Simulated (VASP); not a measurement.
Input for VASP

INCAR:
```
# general
SYSTEM =PtCl2
PREC   =Accurate
ENCUT  =400
LREAL  =.FALSE.
LASPH  =.TRUE.

# electronic loop
EDIFF  =1E-6
NELM   =100
ALGO   =Normal
LMAXMIX=6

# smearing
ISMEAR =1
SIGMA  =0.1

# functional
GGA    =PS

# ions
IBRION =2
NSW    =60
ISIF   =3
EDIFFG =-0.02

# output
LWAVE  =.FALSE.
LCHARG =.FALSE.
```

POSCAR:
```
PtCl2
1.0
  0.0000000000   3.0653707907   3.0653707907
  3.0653707907   0.0000000000   3.0653707907
  3.0653707907   3.0653707907   0.0000000000
Pt Cl
1 2
Cartesian
  0.0000000000   0.0000000000   0.0000000000
  1.5326853953   1.5326853953   1.5326853953
  4.5980561860   4.5980561860   4.5980561860
```

KPOINTS:
```
kpoints
0
Gamma
  8 8 8
0 0 0
```

POTCAR, in this order: Pt Cl (PBE.64 set). Program: vasp_std.

Question: Translate this PBEsol calculation to Ansatz.

Answer: One equivalent input (not run):
Ansatz 0.2 input:
```yaml
crystal:
  lattice:
    - [0.0000000, 3.0653708, 3.0653708]
    - [3.0653708, 0.0000000, 3.0653708]
    - [3.0653708, 3.0653708, 0.0000000]
  atoms:
    - { symbol: Pt, position: [0.0000000, 0.0000000, 0.0000000] }
    - { symbol: Cl, position: [0.2500000, 0.2500000, 0.2500000] }
    - { symbol: Cl, position: [0.7500000, 0.7500000, 0.7500000] }
kpoints:
  mp_grid: { grid: [8, 8, 8] }
hamiltonian:
  xc: pbesol
  pseudopotentials: { kind: paw }
scf:
  occupations: { method: methfessel_paxton, width: 0.1 }
  max_iter: 100
relax:
  max_steps: 60
  f_tol: 0.02
  cell: {}
output: { forces: true, stress: true, eigenvalues: true }
```
Limits of the translation: each code has its own PAW files, so the cut-off isn't converted (ENCUT is set for VASP's; basis.ecutwfc is left out, and Ansatz then takes the one that its files recommend); Ansatz stops its SCF on the density residual and VASP on the energy change (EDIFF).

The structure was generated: PtCl2 was put into the fluorite type (Fm-3m), which need not be its known phase. It was relaxed first, which changed the volume by +42 %. The start is the result of an earlier pass.
